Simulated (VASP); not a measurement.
Consider the following.

```
RhSe
1.0
    0.00000     2.57040     2.57040
    2.57040     0.00000     2.57040
    2.57040     2.57040     0.00000
Rh Se
1 1
Direct
  0.00000   0.00000   0.00000
  0.50000   0.50000   0.50000
```

These are r2SCAN meta-GGA, VASP's PBE PAW potentials (set 64) (plane waves; VASP) values and carry that method's errors. Settings: 400 eV cut-off, 14×14×14 Γ-centred mesh, tetrahedra with Blöchl corrections, potentials Rh_pv Se.

Q: Tabulate the total density of states (states/eV per cell) against energy (eV; zero at the valence-band maximum or, without a gap, the Fermi level).

A: 
(E (eV), DOS (states/eV)): (-9.98, 0.00); (-9.62, 0.00); (-9.26, 0.00); (-8.90, 0.00); (-8.66, 0.00); (-8.30, 0.00); (-7.94, 0.00); (-7.58, 0.00); (-7.22, 0.24); (-6.86, 0.58); (-6.50, 1.31); (-6.14, 1.94); (-5.90, 1.35); (-5.54, 0.34); (-5.18, 3.73); (-4.82, 3.16); (-4.46, 1.89); (-4.10, 1.31); (-3.74, 0.90); (-3.38, 0.49); (-3.14, 0.25); (-2.78, 0.44); (-2.42, 1.29); (-2.06, 2.06); (-1.70, 3.62); (-1.34, 4.28); (-0.98, 4.10); (-0.62, 1.97); (-0.38, 1.35); (-0.02, 1.77); (0.34, 1.19); (0.70, 1.05); (1.06, 1.04); (1.42, 0.92); (1.78, 0.83); (2.14, 0.77); (2.38, 0.71); (2.74, 0.65); (3.10, 0.60); (3.46, 0.20)
Within 2 eV below the Fermi level the largest weight inside VASP's projection spheres is Rh d.

The structure was generated: RhSe was put into the rock salt type (Fm-3m), which need not be its known phase. It was relaxed first, which changed the volume by -25 %. The electron count is odd and the run is not spin-polarised, which forces a metal.
